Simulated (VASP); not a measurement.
Here is the system:

```
CELL_PARAMETERS angstrom
      4.04730     0.00000     0.00000
     -2.02365     3.50506     0.00000
      0.00000     0.00000     3.84541
ATOMIC_POSITIONS crystal
  Si 0.33333 0.66667 0.50000
  Si 0.66667 0.33333 0.50000
  Ho 0.00000 0.00000 0.00000
```

All values below come from PBEsol GGA, VASP's PBE PAW potentials (set 64) (plane waves; VASP). Run with 400 eV cut-off, 10×10×9 Γ-centred mesh, tetrahedra with Blöchl corrections, potentials Si Ho_3.

The 4f electrons are frozen in the core of the lanthanide potential, so 4f levels, which can set the real gap, and their magnetism are missing.

Problem. Estimate the energy per atom (σ→0), band gap (on the k-mesh) with the smallest direct gap where there is one.

Solution. 
The band gap (on the k-mesh) comes out as none (metal, semimetal or under 0.01 eV) and the energy per atom (σ→0) is -6077 meV/atom.

The structure comes from a measured HoSi2 entry (P6/mmm) of the Crystallography Open Database, whose conditions weren't checked. It was relaxed first, which changed the volume by +5 %. The electron count is odd and the run is not spin-polarised, which forces a metal.
